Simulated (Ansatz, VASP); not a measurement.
**Two plane-wave programs on GaF**

```xyz
2
Lattice="0.0000 2.5770 2.5770 2.5770 0.0000 2.5770 2.5770 2.5770 0.0000" Properties=species:S:1:pos:R:3 pbc="T T T"
Ga    1.2885    1.2885    1.2885
F     0.0000    0.0000    0.0000
```

Change from the starting cell: species swapped into the ZnTe type (F-43m, No. 216).

Alike in both runs: task relaxation of cell and atoms; functional PBE; k mesh 6 × 6 × 6; occupations gaussian, width 0.1 eV; no spin polarisation.

|  | VASP | Ansatz |
| --- | --- | --- |
| version | VASP 6.6.1 | Ansatz 0.2.0 |
| potentials or method | VASP PAW PBE potentials, release 64 (Ga_d, F) | scalar-relativistic, plane waves, PAW |
| plane-wave cutoff (eV) | 600 | 420 |
| valence electrons in the cell | 20 | 20 |

```csv
,VASP,Ansatz,Ansatz less VASP
"gap on the k mesh at the Fermi level, each at its own relaxed structure (eV)",2.24,2.31,+0.062
relaxed volume (Å³/atom),22.89,23.23,+0.336
relaxed cell length with the largest relative difference (Å),4.016,4.035,+0.0195
energy change over the relaxation (meV/atom),-206,-208,-2.6
```

Caveats: the volume moved by over 15 % at a fixed basis, so the end points are rough. A k mesh can miss the band edges.
